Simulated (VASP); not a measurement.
These are r2SCAN meta-GGA, VASP's PBE PAW potentials (set 64) (plane waves; VASP) values and carry that method's errors.

A VASP calculation is set up with these files.

### KPOINTS
```
Automatic mesh
0
Gamma
12 12 6
0 0 0
```

### INCAR
```
SYSTEM = Ce
PREC = Accurate
ENCUT = 400
EDIFF = 1E-6
NELM = 100
ALGO = Normal
LREAL = .FALSE.
LASPH = .TRUE.
ISMEAR = 1
SIGMA = 0.1
METAGGA = R2SCAN
LMIXTAU = .TRUE.
LMAXMIX = 6
LWAVE = .FALSE.
LCHARG = .FALSE.
IBRION = 2
ISIF = 3
NSW = 60
EDIFFG = -0.01
```

### POSCAR
```
Ce
1
    3.2703601366     0.0000000000     0.0000000000
   -1.6351800683     2.8322154114     0.0000000000
    0.0000000000     0.0000000000     5.4628008166
Ce
2
Direct
  0.3333330000   0.6666670000   0.2500000000
  0.6666670000   0.3333330000   0.7500000000
```

POTCAR, in this order: Ce (PBE.64 set). Program: vasp_std.

The run wrote:

File OSZICAR:
```
...
DAV:   4    -0.614373536426E+02   -0.51515E-03   -0.61552E-03  4552   0.767E-01    0.144E-01
DAV:   5    -0.614373155398E+02    0.38103E-04   -0.10417E-03  4168   0.259E-01    0.901E-02
DAV:   6    -0.614372702681E+02    0.45272E-04   -0.45344E-04  3840   0.185E-01    0.334E-02
DAV:   7    -0.614373472916E+02   -0.77023E-04   -0.18928E-04  4016   0.142E-01    0.854E-03
DAV:   8    -0.614373491740E+02   -0.18825E-05   -0.39965E-05  4536   0.495E-02    0.850E-03
DAV:   9    -0.614373540116E+02   -0.48375E-05   -0.20904E-05  3728   0.364E-02    0.515E-03
DAV:  10    -0.614373540922E+02   -0.80564E-07   -0.31202E-06  2656   0.211E-02
   6 F= -.61437354E+02 E0= -.61437939E+02  d E =-.317842E-01
       N       E                     dE             d eps       ncg     rms          rms(c)
DAV:   1    -0.614608338084E+02   -0.23480E-01   -0.15316E+00  3096   0.256E+01    0.118E+00
DAV:   2    -0.614391504227E+02    0.21683E-01   -0.13394E-01  3048   0.427E+00    0.459E-01
DAV:   3    -0.614384847295E+02    0.66569E-03   -0.25939E-02  4168   0.157E+00    0.249E-01
DAV:   4    -0.614384351024E+02    0.49627E-04   -0.42090E-03  4656   0.645E-01    0.110E-01
DAV:   5    -0.614384240753E+02    0.11027E-04   -0.10636E-03  3984   0.251E-01    0.788E-02
DAV:   6    -0.614384237168E+02    0.35847E-06   -0.37885E-04  4008   0.164E-01    0.234E-02
DAV:   7    -0.614384295168E+02   -0.58000E-05   -0.15534E-04  4064   0.129E-01    0.113E-02
DAV:   8    -0.614384514714E+02   -0.21955E-04   -0.51166E-05  3536   0.613E-02    0.840E-03
DAV:   9    -0.614384484180E+02    0.30534E-05   -0.12561E-05  3896   0.275E-02    0.285E-03
DAV:  10    -0.614384514133E+02   -0.29953E-05   -0.12469E-06  2368   0.143E-02    0.867E-04
DAV:  11    -0.614384502039E+02    0.12095E-05   -0.44712E-07  2088   0.114E-02    0.473E-04
DAV:  12    -0.614384505648E+02   -0.36094E-06   -0.17798E-07  2000   0.675E-03
   7 F= -.61438451E+02 E0= -.61438359E+02  d E =-.328807E-01
       N       E                     dE             d eps       ncg     rms          rms(c)
DAV:   1    -0.615121206878E+02   -0.73670E-01   -0.14981E+00  3536   0.125E+01    0.296E+00
DAV:   2    -0.615140496450E+02   -0.19290E-02   -0.24037E+00  3344   0.116E+01    0.267E+00
DAV:   3    -0.614387090526E+02    0.75341E-01   -0.51594E-01  3608   0.574E+00    0.179E-01
DAV:   4    -0.614389449055E+02   -0.23585E-03   -0.16927E-02  4592   0.973E-01    0.367E-01
DAV:   5    -0.614379965847E+02    0.94832E-03   -0.33420E-03  3680   0.444E-01    0.142E-01
DAV:   6    -0.614379867016E+02    0.98831E-05   -0.19474E-03  4792   0.286E-01    0.774E-02
DAV:   7    -0.614380002506E+02   -0.13549E-04   -0.18438E-04  3736   0.119E-01    0.581E-02
DAV:   8    -0.614379764100E+02    0.23841E-04   -0.16967E-04  4576   0.101E-01    0.216E-02
DAV:   9    -0.614379689726E+02    0.74374E-05   -0.33517E-05  3680   0.525E-02    0.568E-03
DAV:  10    -0.614379732994E+02   -0.43268E-05   -0.35849E-06  2712   0.210E-02    0.163E-03
DAV:  11    -0.614379729932E+02    0.30624E-06   -0.54900E-07  2032   0.113E-02
   8 F= -.61437973E+02 E0= -.61437822E+02  d E =0.477572E-03
       N       E                     dE             d eps       ncg     rms          rms(c)
DAV:   1    -0.614712782639E+02   -0.33305E-01   -0.69340E-01  3480   0.878E+00    0.193E+00
DAV:   2    -0.614625538950E+02    0.87244E-02   -0.82381E-01  3224   0.682E+00    0.157E+00
DAV:   3    -0.614391783315E+02    0.23376E-01   -0.23690E-01  3640   0.378E+00    0.277E-01
DAV:   4    -0.614386317205E+02    0.54661E-03   -0.48447E-03  4088   0.567E-01    0.142E-01
DAV:   5    -0.614385641840E+02    0.67537E-04   -0.68484E-04  4008   0.185E-01    0.664E-02
DAV:   6    -0.614385686163E+02   -0.44324E-05   -0.17778E-04  4560   0.995E-02    0.239E-02
DAV:   7    -0.614385661860E+02    0.24303E-05   -0.13959E-04  4136   0.108E-01    0.374E-02
DAV:   8    -0.614385837783E+02   -0.17592E-04   -0.14204E-04  4560   0.980E-02    0.302E-03
DAV:   9    -0.614385847023E+02   -0.92407E-06   -0.56474E-06  3552   0.191E-02
   9 F= -.61438585E+02 E0= -.61438464E+02  d E =-.134138E-03
       N       E                     dE             d eps       ncg     rms          rms(c)
DAV:   1    -0.614389118497E+02   -0.32807E-03   -0.82604E-03  3544   0.949E-01    0.217E-01
DAV:   2    -0.614388466698E+02    0.65180E-04   -0.11243E-02  3288   0.803E-01    0.187E-01
DAV:   3    -0.614385205804E+02    0.32609E-03   -0.29113E-03  3592   0.426E-01    0.230E-02
DAV:   4    -0.614385163161E+02    0.42642E-05   -0.57544E-05  4496   0.602E-02    0.240E-02
DAV:   5    -0.614385118001E+02    0.45160E-05   -0.12431E-05  3552   0.284E-02    0.943E-03
DAV:   6    -0.614385116218E+02    0.17829E-06   -0.70166E-06  2792   0.199E-02
  10 F= -.61438512E+02 E0= -.61438386E+02  d E =-.610570E-04
       N       E                     dE             d eps       ncg     rms          rms(c)
DAV:   1    -0.614387634676E+02   -0.25167E-03   -0.35163E-03  3512   0.620E-01    0.142E-01
DAV:   2    -0.614387417366E+02    0.21731E-04   -0.48108E-03  3200   0.527E-01    0.122E-01
DAV:   3    -0.614385857746E+02    0.15596E-03   -0.12726E-03  3624   0.284E-01    0.158E-02
DAV:   4    -0.614385862679E+02   -0.49333E-06   -0.25107E-05  4432   0.387E-02    0.150E-02
DAV:   5    -0.614385856309E+02    0.63705E-06   -0.46620E-06  3128   0.180E-02
  11 F= -.61438586E+02 E0= -.61438464E+02  d E =-.135066E-03
       N       E                     dE             d eps       ncg     rms          rms(c)
DAV:   1    -0.614386004895E+02   -0.14222E-04   -0.30378E-04  3512   0.188E-01    0.434E-02
DAV:   2    -0.614386002809E+02    0.20861E-06   -0.41715E-04  3248   0.155E-01    0.355E-02
DAV:   3    -0.614385845550E+02    0.15726E-04   -0.11127E-04  3608   0.837E-02    0.555E-03
DAV:   4    -0.614385851329E+02   -0.57781E-06   -0.16050E-06  2200   0.114E-02
  12 F= -.61438585E+02 E0= -.61438464E+02  d E =-.134568E-03
       N       E                     dE             d eps       ncg     rms          rms(c)
DAV:   1    -0.614420690518E+02   -0.34845E-02   -0.79674E-02  3928   0.337E+00    0.701E-01
DAV:   2    -0.614413319557E+02    0.73710E-03   -0.94598E-02  3200   0.230E+00    0.517E-01
DAV:   3    -0.614384946269E+02    0.28373E-02   -0.27222E-02  3528   0.130E+00    0.112E-01
DAV:   4    -0.614384376517E+02    0.56975E-04   -0.49971E-04  4016   0.200E-01    0.608E-02
DAV:   5    -0.614384339492E+02    0.37025E-05   -0.13988E-04  3984   0.900E-02    0.133E-02
DAV:   6    -0.614384354919E+02   -0.15427E-05   -0.28404E-05  4576   0.416E-02    0.882E-03
DAV:   7    -0.614384352709E+02    0.22100E-06   -0.43308E-05  3440   0.556E-02    0.123E-02
DAV:   8    -0.614384382048E+02   -0.29339E-05   -0.23646E-05  3280   0.412E-02    0.178E-03
DAV:   9    -0.614384392011E+02   -0.99634E-06   -0.67286E-07  1832   0.961E-03
  13 F= -.61438439E+02 E0= -.61438403E+02  d E =0.145932E-03
       N       E                     dE             d eps       ncg     rms          rms(c)
DAV:   1    -0.614404621401E+02   -0.20239E-02   -0.42498E-02  3904   0.244E+00    0.515E-01
DAV:   2    -0.614401671771E+02    0.29496E-03   -0.54302E-02  3240   0.174E+00    0.392E-01
DAV:   3    -0.614385482538E+02    0.16189E-02   -0.14821E-02  3520   0.962E-01    0.725E-02
DAV:   4    -0.614385282128E+02    0.20041E-04   -0.27680E-04  4080   0.147E-01    0.569E-02
DAV:   5    -0.614385082549E+02    0.19958E-04   -0.10400E-04  3840   0.811E-02    0.113E-02
DAV:   6    -0.614385118492E+02   -0.35943E-05   -0.22046E-05  4616   0.359E-02    0.836E-03
DAV:   7    -0.614385073230E+02    0.45262E-05   -0.11554E-05  3600   0.293E-02    0.331E-03
DAV:   8    -0.614385107731E+02   -0.34501E-05   -0.48985E-06  2896   0.194E-02    0.300E-03
DAV:   9    -0.614385095398E+02    0.12333E-05   -0.78554E-07  1600   0.973E-03    0.558E-04
DAV:  10    -0.614385096350E+02   -0.95223E-07   -0.11279E-07  1528   0.615E-03
  14 F= -.61438510E+02 E0= -.61438411E+02  d E =0.754978E-04
```

### OUTCAR
```
------------------------ aborting loop because EDIFF is reached ----------------------------------------
  FORCE on cell =-STRESS in cart. coord.  units (eV):
  Direction    XX          YY          ZZ          XY          YZ          ZX
  --------------------------------------------------------------------------------------
  Total        0.0076959      0.0076959      0.0150567      0.0000000      0.0000000      0.0000000
  in kB        0.2508839      0.2508840      0.4908415      0.0000000      0.0000000      0.0000000
  external PRESSURE =       0.3308698 kB  Pullay stress =       0.0000000 kB
  volume of cell :       49.15
      direct lattice vectors                 reciprocal lattice vectors
     3.024298120 -0.000000000 -0.000000000     0.330655233  0.190903862  0.000000000
    -1.512149060  2.619119351  0.000000000     0.000000000  0.381807725  0.000000000
    -0.000000000 -0.000000000  6.204674295     0.000000000 -0.000000000  0.161168814
 POSITION                                       TOTAL-FORCE (eV/Angst)
 -----------------------------------------------------------------------------------
     -0.00000      1.74608      1.55117        -0.000000     -0.000000      0.000000
      1.51215      0.87304      4.65351         0.000000      0.000000     -0.000000
 -----------------------------------------------------------------------------------
    total drift:                                0.000193     -0.000111      0.000381
  FREE ENERGIE OF THE ION-ELECTRON SYSTEM (eV)
  ---------------------------------------------------
  free  energy   TOTEN  =       -61.4385096350 eV

  energy  without entropy=      -61.4382135842  energy(sigma->0) =      -61.43841095

 reached required accuracy - stopping structural energy minimisation
```
(Selected blocks of OUTCAR.)

**CONTCAR**
```
Ce
   1.00000000000000
     3.0242981198852346   -0.0000000000000000   -0.0000000000000000
    -1.5121490599426173    2.6191193514333198    0.0000000000000000
    -0.0000000000000000   -0.0000000000000001    6.2046742954506859
  Ce
     2
Direct
     0.3333330000000032    0.6666669999999968    0.2500000000000000
     0.6666669999999968    0.3333330000000032    0.7500000000000000
```

Energy and stress use the plane-wave basis of the starting cell.

The structure was generated: Ce was put into the hcp type (P6_3/mmc), which need not be its known phase. This run relaxes it. Symmetry was kept, so distortions that lower it aren't found. The start is the result of an earlier pass. The run is not spin-polarised, so no magnetic state was tried.
